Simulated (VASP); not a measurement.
A convergence study with VASP on HfN (rock salt): one setting is varied, all else stays as given below, so the limit is that of these other settings.

```
HfN
1.0
    0.00000     2.26000     2.26000
    2.26000     0.00000     2.26000
    2.26000     2.26000     0.00000
Hf N
1 1
Direct
  0.00000   0.00000   0.00000
  0.50000   0.50000   0.50000
```

Calculation: LDA (Ceperley-Alder, Perdew-Zunger), VASP's LDA PAW potentials (set 64) (plane waves; VASP 6.6.1). The tightest run used: 700 eV cut-off, 24×24×24 Γ-centred mesh, tetrahedra with Blöchl corrections, potentials Hf_pv N.

```
setting     E (eV/atom)  pressure (GPa)  irreducible k-points
----------  -----------  --------------  --------------------
3×3×3 mesh     -12.0478          -12.86                     4
4×4×4 mesh     -11.9821          -11.72                     8
5×5×5 mesh     -11.9487          -11.48                    10
6×6×6 mesh     -11.9310          -11.12                    16
7×7×7 mesh     -11.9180          -10.94                    20
8×8×8 mesh     -11.9240          -11.09                    29
```

### Question
These are the cheaper rows. Estimate the results at 24×24×24 mesh, and how far the last row shown lies from them.

### Answer

```csv
quantity,tightest run,last row shown is off by
E (eV/atom),-11.9210,-0.0030
pressure (GPa),-11.09,-0.01
```

Left out are rungs that failed or repeat a setting and relaxations that didn't move; long series are thinned to 24 rows.

The compound is HfN in the rock salt structure. The cell was not relaxed at this level. The electron count is odd and the run is not spin-polarised, which forces a metal.
